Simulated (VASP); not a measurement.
Crystal: PtS2.

```
Pt S
1.0
     3.54874    0.00000    0.00000
    -1.77437    3.07330    0.00000
     0.00000    0.00000    5.59707
Pt S
1 2
Direct
  0.00000 0.00000 0.00000
  0.66667 0.33333 0.77966
  0.33333 0.66667 0.22034
```

The cell is a database's computed one.

- Program: VASP 6.6.1
- Task: relaxation of cell and atoms
- Functional: PBE
- Potentials or basis: VASP PAW PBE potentials, release 64 (Pt, S)
- Cutoff: 600 eV
- k mesh: 9 × 9 × 6
- Occupations: gaussian, width 0.02 eV
- Spin: no spin polarisation

At the start: pressure 1.9 GPa; volume 20.35 Å³/atom.

Task: How do energy, volume and symmetry change on relaxing?

Result: Over 27 steps the energy falls by 6.9 meV/atom and the volume is 23.25 Å³/atom (+14.3 %); space group P-3m1 (No. 164, to 0.05 Å).

Step by step:
| step | energy change (eV) | largest force (eV/Å) | pressure (GPa) | volume (Å³) |
| --- | --- | --- | --- | --- |
| 1 | 0.0000 | 0.0358 | 1.91 | 61.04 |
| 2 | 0.0056 | 0.4042 | -2.52 | 63.21 |
| 3 | -0.0057 | 0.1533 | -0.01 | 61.93 |
| 4 | -0.0074 | 0.1013 | 0.03 | 62.08 |
| 5 | -0.0084 | 0.0247 | 0.08 | 62.32 |
| 6 | -0.0092 | 0.0201 | 0.12 | 62.49 |
| 7 | -0.0113 | 0.0046 | 0.22 | 63.00 |
| 8 | -0.0147 | 0.0315 | 0.47 | 64.02 |
| 9 | -0.0172 | 0.1219 | 1.10 | 66.04 |
| 10 | -0.0175 | 0.1147 | 1.04 | 66.13 |
| 11 | -0.0182 | 0.0938 | 0.88 | 66.39 |
| 12 | -0.0194 | 0.0529 | 0.55 | 66.93 |
| 13 | -0.0204 | 0.0266 | -0.05 | 68.01 |
| 14 | -0.0204 | 0.0351 | -0.11 | 68.13 |
| 15 | -0.0204 | 0.0380 | -0.14 | 68.17 |
| 16 | -0.0204 | 0.0374 | -0.14 | 68.24 |
| 17 | -0.0205 | 0.0354 | -0.13 | 68.44 |
| 18 | -0.0206 | 0.0308 | -0.11 | 68.83 |
| 19 | -0.0208 | 0.0193 | -0.07 | 69.63 |
| 20 | -0.0208 | 0.0179 | -0.06 | 69.74 |
| 21 | -0.0208 | 0.0149 | -0.04 | 69.95 |
| 22 | -0.0208 | 0.0011 | 0.04 | 69.82 |
| 23 | -0.0208 | 0.0010 | 0.05 | 69.82 |
| 24 | -0.0208 | 0.0049 | 0.03 | 69.76 |
| 25 | -0.0208 | 0.0055 | 0.03 | 69.75 |
| 26 | -0.0208 | 0.0040 | -0.03 | 69.79 |
| 27 | -0.0208 | 0.0016 | 0.00 | 69.76 |

Final structure:
```
Pt S
1.0
     3.57332    0.00000    0.00000
    -1.78666    3.09459    0.00000
     0.00000    0.00000    6.30887
Pt S
1 2
Direct
  0.00000 0.00000 0.00000
  0.66667 0.33333 0.80567
  0.33333 0.66667 0.19433
```

Caveat: this functional lacks dispersion, which binds the layers, so the pressure and a relaxed spacing across them are unreliable.
